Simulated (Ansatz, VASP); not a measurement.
# Cross-check of CsSbSe3 between VASP and Ansatz, part 2 of 2

One calculation is typed for both programs; each brings its own data sets. How far apart do they land? The cell is generated by rule, not measured, and may not be a known phase. The cell is taken from a series of runs on this material, whose earlier steps may have relaxed, scaled, displaced or heated it; both programs get it as it stands.

VASP 6.6.1 and Ansatz 0.2.0.

So far: Set-up; VASP: zone-centre phonons, PBEsol.

The structure was built from a prototype and need not be the compound's stable phase.

**3. Ansatz: zone-centre phonons, PBEsol**

Level of this step: Ansatz beside VASP: Kohn-Sham DFT, plane waves, PBEsol (Ansatz).

Ansatz runs on its PAW soft_1 files.

The same cell, functional, mesh and smearing now go to Ansatz, which takes its cutoff from its data sets.

Contents of input.yaml:

```yaml
crystal:
  lattice:
    - [5.3818518704, 0.0, 0.0]
    - [0.0, 5.3818518704, 0.0]
    - [0.0, 0.0, 5.3818518704]
  atoms:
    - { symbol: Cs, position: [0.0, 0.0, 0.0] }
    - { symbol: Sb, position: [0.5, 0.5, 0.5] }
    - { symbol: Se, position: [0.5, 0.5, 0.0] }
    - { symbol: Se, position: [0.5, 0.0, 0.5] }
    - { symbol: Se, position: [0.0, 0.5, 0.5] }
kpoints:
  mp_grid: { grid: [8, 8, 8] }
hamiltonian:
  xc: pbesol
  pseudopotentials: { kind: paw, azcp: { folder: soft_1 }, xc_functional: pbe }
scf:
  occupations: { method: methfessel_paxton, width: 0.2 }
output:
  eigenvalues: true
phonons:
  method: dfpt
```

Started as:

```
$ ansatz run input.yaml --threads 8 --pin off --max-ram 16384MiB --backend cpu --events-out ev --progress --plain --runs-dir out
```

Numbers of over 12 decimals in the logs are rounded to 6 here.

What it wrote:

```text
zone centre: on kpoints.mp_grid the ground state, and the responses unless they are solved on pairs of k-points, stand on 125 of the mesh's 512 k-points, reduced under 8 symmetry operations, with k and −k counted as one. Each operation leaves every solved displacement unchanged or reverses it
Engine: ansatz 0.2.0, aarch64-unknown-linux-gnu
Pseudopotentials: kind: paw
Pseudopotential: Cs, paw, valence charge 9, recommended cutoff 420 eV (normal), soft_1/Cs.paw.azcp
Pseudopotential: Sb, paw, valence charge 15, recommended cutoff 420 eV (normal), soft_1/Sb.paw.azcp
Pseudopotential: Se, paw, valence charge 16, recommended cutoff 420 eV (normal), soft_1/Se.paw.azcp
Functional definition: PBEsol
  exchange = pbesol_x
  correlation = pbesol_c
Crystal: 5 atoms, lattice volume = 155.882 Å³
Basis set: ecut = 420 eV, 2969 PW (Γ), exchange–correlation on 72×72×72 points (8 copies of the dense FFT grid, shifted against one another)
Bands: 44, of which v1, the nominal top of the filled ones, is band 36 counted from 1 (35 counted from 0)
Symmetry: 48 space group operations
k-points: 125 of 512 (irreducible under 8 space group operations)
Non-local potential: Cs, projectors of the file, l = 0: 3, l = 1: 2, l = 2: 2, l = 3: 2
Non-local potential: Sb, projectors of the file, l = 0: 2, l = 1: 2, l = 2: 2, l = 3: 1
Non-local potential: Se, projectors of the file, l = 0: 2, l = 1: 2, l = 2: 3, l = 3: 1
PAW form: soft (Blöchl's): semilocal exchange-correlation on the pseudo side does not see the compensation charge
PAW frozen core: Cs, regenerated for the run's functional, and the local potential with it (the file was generated under x = pbe(κ = 0.804, μ = 0.219515), c = pbe(β = 0.066725))
PAW frozen core: Sb, regenerated for the run's functional, and the local potential with it (the file was generated under x = pbe(κ = 0.804, μ = 0.219515), c = pbe(β = 0.066725))
PAW frozen core: Se, regenerated for the run's functional, and the local potential with it (the file was generated under x = pbe(κ = 0.804, μ = 0.219515), c = pbe(β = 0.066725))
PAW one-centre angular grid: Cs, 194 points (default); XC on 64 Gauss nodes
PAW one-centre angular grid: Sb, 590 points (default); XC on 64 Gauss nodes
PAW one-centre angular grid: Se, 590 points (default); XC on 64 Gauss nodes
Initial density: superposition of atomic densities (chi_scale 0.1, normalization cell, long waves kept (reshape's long-wave potential 0.00 eV rms))
Initial wavefunctions: pseudopotential atomic-orbital guess
Functional: x = pbesol(κ = 0.804, μ = 0.123457), c = pbesol(β = 0.046)
SCF iter   1: F=—  HF=-28269.915616 eV  |F-HF|=—  |Δ(HF+E_count)|=         —  Δρ=3.03e-2  dr2=3.71e0  ethr=3.10e-3  ⟨swp⟩=7.8  Hψ=23403  notcnv=0
preconditioner: auto → LDOS  [metal: Δε(μ)=0.078 eV  Ē_g=9.919 eV  σ=0.200 eV  W_gap=0.32  n_scr=32 (ndim 8)  ℏωp=16.3 eV  f_vac=0.024  D(μ)=3.85/eV (n_scr^D=26)  β→1.0]
SCF iter   2: F=—  HF=-28268.345997 eV  |F-HF|=—  |Δ(HF+E_count)|=    1.57e0  S|Δr|=    0.00e0  Δρ=1.17e-2  dr2=2.23e-1  ethr=3.10e-3  ⟨swp⟩=4.3  Hψ=10280  notcnv=0  defer=237
SCF iter   3: F=—  HF=-28268.293525 eV  |F-HF|=—  |Δ(HF+E_count)|=   5.25e-2  S|Δr|=    0.00e0  Δρ=2.40e-3  dr2=1.18e-2  ethr=3.10e-4  ⟨swp⟩=2.0  Hψ=11364  notcnv=0  defer=244
SCF iter   4: F=—  HF=-28268.286105 eV  |F-HF|=—  |Δ(HF+E_count)|=   7.42e-3  S|Δr|=    0.00e0  Δρ=5.87e-4  dr2=5.97e-4  ethr=1.65e-5  ⟨swp⟩=2.0  Hψ=10200  notcnv=0  defer=244
SCF iter   5: F=—  HF=-28268.286029 eV  |F-HF|=—  |Δ(HF+E_count)|=   7.62e-5  S|Δr|=    0.00e0  Δρ=1.96e-4  dr2=8.80e-5  ethr=8.30e-7  ⟨swp⟩=2.0  Hψ=9754  notcnv=0  defer=244
SCF iter   6: F=—  HF=-28268.286059 eV  |F-HF|=—  |Δ(HF+E_count)|=   3.05e-5  S|Δr|=    0.00e0  Δρ=6.30e-5  dr2=7.54e-6  ethr=1.22e-7  ⟨swp⟩=3.0  Hψ=10859  notcnv=0  defer=244
SCF iter   7: F=—  HF=-28268.286064 eV  |F-HF|=—  |Δ(HF+E_count)|=   4.15e-6  S|Δr|=    0.00e0  Δρ=1.23e-5  dr2=2.69e-7  ethr=1.05e-8  ⟨swp⟩=2.0  Hψ=7879  notcnv=0  defer=244
SCF iter   8: F=—  HF=-28268.286063 eV  |F-HF|=—  |Δ(HF+E_count)|=   4.75e-7  S|Δr|=    0.00e0  Δρ=1.78e-6  dr2=3.64e-9  ethr=3.74e-10  ⟨swp⟩=2.3  Hψ=9468  notcnv=0  defer=244
SCF iter   9: F=—  HF=-28268.286063 eV  |F-HF|=—  |Δ(HF+E_count)|=   2.16e-9  S|Δr|=    0.00e0  Δρ=3.41e-7  dr2=1.46e-10  ethr=5.05e-12  ⟨swp⟩=2.0  Hψ=9150  notcnv=0  defer=244
SCF iter  10: F=-28268.286063 eV  HF=-28268.286063 eV  |F-HF|=1.46e-11  |Δ(HF+E_count)|=  2.04e-10  S|Δr|=    0.00e0  Δρ=4.80e-8  dr2=4.16e-12  ethr=1.00e-12  ⟨swp⟩=14.8  Hψ=33448  notcnv=0
SCF 1 converged in 10 iterations: F = -28268.286063 eV  dr2 = 4.16e-12
  greatest PAW one-centre occupation: 1.000 electrons in one spin orbital (limit 2), on the Se atom at site 4 (counted from 0), in its partial waves of l = 2
DFPT response loops at Γ: preconditioner auto → Kerker (q_TF=auto, 2.399 Å⁻¹) (partly filled bands, converged f_vac=0.038); β = 1.00, the filter's whole step (`scf.mixing.beta` (0.50) is not read by the response loops under this deck's `scf.mixing.preconditioner`; to damp them name `kerker` or `kerker_dos`, under which they read `scf.mixing.beta`, and type it under 1.00, their step now; both keys bind the ground state too); Broyden in place of MSR1
SCF converged after 10 iterations
Stability not checked: this state was not tested for a lower state beside it, because cold or Methfessel-Paxton smearing, or corrected tetrahedra, fill the levels in a way that the test cannot read (fill_not_monotonic; see scf.lower_state_search)
Free energy (F): -28268.286063 eV
Harris-Foulkes:  -28268.286063 eV  (|F-HF|=1.46e-11)
Internal energy: -28268.291537 eV  (E = F + TS)
E sigma→0 (E₀):  -28268.287432 eV
Entropy (-TS):   0.005474 eV (1.095 meV/atom)
Fermi energy:    6.202069 eV
--- Per-component energies (eV) ---
  E_band       = -1450.853443
  E_kinetic    = 638.511276
  E_local      = -11211.535632  (includes V_loc(G=0)·N_el)
  E_nonlocal   = -642.268341
  E_hartree    = 5598.393738
  E_xc         = -529.254816
  E_vxc        = -498.309736  (∫ρ·V_xc dr)
  E_paw        = -15704.248959  (= ΣΔE_a)
  E_vpaw       = -934.037462  (= ΣTr[D̂ρ^β])
  E_aug_tail   = -0.001098  (compensation charges beyond the density's cutoff)
  E_ewald      = -6421.389080
  E_core_change = 3.501375  (= ΣΔE_core)
  E_smearing   = 0.005474  (= −TS)
  E_closure    = -0.000000  (closes the sum)
  Σ components = -28268.286063   (vs F -28268.286063, Δ=0.00e0)
--- Band table (eV; the first three rows and the last of 125) ---
  k-point 0: bands = [... 32 lower, 5.5994, 5.5994, 5.9322, 5.9322, 5.9322, 10.5422, 10.6744, 10.6744, ... 4 higher]
  k-point 1: bands = [... 32 lower, 5.5354, 5.5354, 5.8304, 5.8718, 5.8718, 10.8108, 10.8250, 10.9024, ... 4 higher]
  k-point 2: bands = [... 32 lower, 5.3849, 5.3849, 5.6739, 5.7411, 5.7411, 10.9344, 11.1713, 11.3238, ... 4 higher]
  k-point 124: bands = [... 32 lower, 5.1016, 6.6811, 6.6811, 6.6811, 6.9566, 6.9566, 6.9566, 8.8366, ... 4 higher]
--- Phonons (Γ-DFPT): 4 representative perturbations + reference, on 125 of 512 k-points (Σ response iterations 12) ---
  k mesh reduced under 8 symmetry operations, with k and −k counted as one. Each operation leaves every solved displacement unchanged or reverses it
  ASR residual: 1.882e-4 → 0.000e0 eV/Å²; symmetrization residual: 2.093e-5 eV/Å²
  ASR residual per site (eV/Å²): 5.55e-5 9.13e-5 1.88e-4 1.88e-4 1.88e-4
  Γ frequencies (cm⁻¹): -65.66 -65.66 -65.66 0.00 0.00 0.00 17.45 17.45 17.45 65.69 65.69 65.69 96.85 96.85 96.85
  non-analytic LO–TO correction: not included (Born effective charges unavailable; polar crystals: no LO–TO splitting at Γ)
```

In the SCF lines HF is the Harris–Foulkes energy and dr2 the Hartree energy of the density residual, in eV; the loop may stop once dr2 is under the threshold and the program's other checks hold. Hψ counts applications of the Hamiltonian.

**4. Differences**

Known differences besides the potentials themselves: the data sets hold 72 valence electrons in Ansatz (on its PAW soft_1 files) and 32 in VASP; the cutoff is 420 eV in Ansatz and 500 eV in VASP; Ansatz makes its cores anew for this functional, VASP keeps those of its PBE data sets. Total energies have different zeros and are not compared.

Compared:

```tsv
quantity	Ansatz	VASP	difference
optical mode 1 to 3 (imaginary, printed as negative) (cm⁻¹)	-65.7	-65.1	-0.6
optical mode 4 to 6 (cm⁻¹)	17.4	26.0	-8.5
optical mode 7 to 9 (cm⁻¹)	65.7	66.8	-1.71 %
optical mode 10 to 12 (cm⁻¹)	96.8	102.3	-5.30 %
```

Modes are paired by rising frequency, not by their patterns, so a pair may set unlike modes beside each other; they are those without the splitting of longitudinal modes.

**5. Results**

```json
{
 "r.m.s. difference of the optical zone-centre modes, each program's sorted by frequency (zone-centre phonons, PBEsol)": "5.1 cm⁻¹",
 "difference in optical mode 10 to 12 (zone-centre phonons, PBEsol)": "-5.3 %"
}
```

**Reading.** The r.m.s. difference of the optical zone-centre modes, each program's sorted by frequency is 5.1 cm⁻¹ (zone-centre phonons, PBEsol). The data sets hold unlike numbers of valence electrons (72 in Ansatz and 32 in VASP), so part of the differences comes from the potentials. Among the rows given in per cent, the largest difference of the zone-centre phonons, PBEsol pair is in optical mode 10 to 12, -5.3 %. What causes the difference of the zone-centre phonons, PBEsol pair stays open here. How closely two codes agree says nothing of how well the functional describes the real material.

[Lines on the potential files, build, host, timing and source positions are cut from VASP's logs without a mark.]

[Logs are printed without paths, hosts, clocks, repeated set-up lines and the standing remarks that a program may print on its own settings, such as how far it seeks lower states.]

[Hosts, paths, dates, database ids (printed as entryN), source tags and the programs' standing remarks are cut or masked in the printed files.]
